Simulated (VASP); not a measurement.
Write the native input for VASP 6.6.1 that does the following.

- Task: single point
- Functional: PBEsol
- Potentials or basis: VASP PAW PBE potentials, release 64 (Ni, Ga_d, P)
- Cutoff: 350 eV
- k mesh: 2 × 2 × 2
- Occupations: gaussian, width 0.03 eV
- Spin: collinear spin, ferromagnetic start
- Starting moments: [1.0, 0.0, 0.0, 0.0, 0.0, 0.0, 0.0, 0.0, 0.0, 0.0, 0.0, 0.0, 0.0, 0.0, 0.0, 0.0, 0.0, 0.0, 0.0, 0.0, 0.0, 0.0, 0.0, 0.0] μB
- Fixed moment: 1 μB
- Dq: 0
- Further INCAR settings: LREAL = Auto; ALGO = Normal; EDIFF = 1e-05; ISYM = 0

The structure of Ga11NiP12 (a cell with a defect) lies in POSCAR:

```
Ga11NiP12                               
1.0
    0.0000000000      8.1757500000      8.1757500000
    5.4505000000      0.0000000000      5.4505000000
    5.4505000000      5.4505000000      0.0000000000
  Ni              Ga              P             
     1    11    12
Direct
     0.0052695171409268    0.9983607964819969    0.9961171705132540
     0.9992553952781537    0.0022752462872595    0.4998232773594458
     0.9974858768166640    0.5026548706977992    0.0010680062513833
     0.9980386110089493    0.5008677245210124    0.5006478089118719
     0.3287157268203758    0.0022047764999505    0.0017118737122485
     0.3278687631595028    0.0024412349074479    0.5047060665123780
     0.3262025100816023    0.5050963849157483    0.0020012204624759
     0.3322293438188680    0.5002838775125416    0.4999719718828576
     0.6661997818345550    0.0044663263954276    0.0020517188276582
     0.6683734580073494    0.0024089196172119    0.4921735730993539
     0.6667848819079293    0.4946517565310563    0.0006159032456120
     0.6654488497958215    0.5008970322949302    0.4989333351226449
     0.0770934124522412    0.1221029992582215    0.1199434307752343
     0.0773400580393440    0.1222482682360354    0.6416949665669865
     0.0757612532235607    0.6438579574988093    0.1217420420879540
     0.0822501270452186    0.6262221314363973    0.6250688173832450
     0.4133863401336337    0.1276370878181722    0.1271605824320783
     0.4168520919840031    0.1251781191179278    0.6246206650676864
     0.4154062674249046    0.6250870207316049    0.1246631823207622
     0.4147550494533468    0.6260619304255542    0.6256303430082000
     0.7673734735236090    0.1175527374159753    0.1150636840932693
     0.7492231234552634    0.1253786349363833    0.6248308573745911
     0.7476325885524359    0.6273065012078529    0.1235769674271782
     0.7486004990417368    0.6260396652546669    0.6244065355616454
```

The input as run:

INCAR

```
SYSTEM = Ga11NiP12
  PREC = Accurate
  ENCUT = 350
  EDIFF = 1E-5
  ISMEAR = 0
  SIGMA = 0.03
  LREAL = Auto
  LASPH = .True.
  NELM = 120
  ALGO = Normal
  ISIF = 2
  LWAVE = .False.
  LCHARG = .False.
  ISPIN = 2
  MAGMOM = 1 0 0 0 0 0 0 0 0 0 0 0 0 0 0 0 0 0 0 0 0 0 0 0
  LORBIT = 11
  NUPDOWN = 1
  LMAXMIX = 4
  GGA = PS
  ISYM = 0
```

KPOINTS

```
Automatic mesh
0
Gamma
  2 2 2
  0 0 0
```

Potentials or basis: VASP PAW PBE potentials, release 64 (Ni, Ga_d, P).

The run is started by

```console
$ cat potpaw_PBE.64/Ni/POTCAR potpaw_PBE.64/Ga_d/POTCAR potpaw_PBE.64/P/POTCAR > POTCAR
$ mpirun -np 1 vasp_std > vasp.out
```

It gave:

```json
{
  "Pressure": "-2.3 GPa",
  "Largest force": "0.276 eV/Å",
  "Net moment": "1.00 μB per cell",
  "Site moments": "Ni +0.44; Ga +0.01, +0.00; P +0.04, -0.00, +0.02, +0.01, +0.00, +0.06 μB",
  "Valence electrons inside the program's atomic spheres": "Ni 9.37; Ga 11.70, 11.71, 11.73, 11.72; P 2.47, 2.48, 2.52, 2.51, 2.49, 2.53"
}
```

Caveat: the k mesh is coarse (spacing up to 0.50 Å⁻¹), so the values aren't converged; the cutoff is under 1.25 times the usual one of these potentials, so pressure, stress and relaxed cells hold a basis-set (Pulay) error; the PAW data sets were made with another functional, which shifts forces and pressure a little; the total moment is fixed, so each spin has its own Fermi level.

Run time: 22 min on 1 thread of Intel(R) Xeon(R) Platinum 8259CL CPU @ 2.50GHz (Skylake/Cascade Lake), on a shared host, peak memory 0.75 GiB.
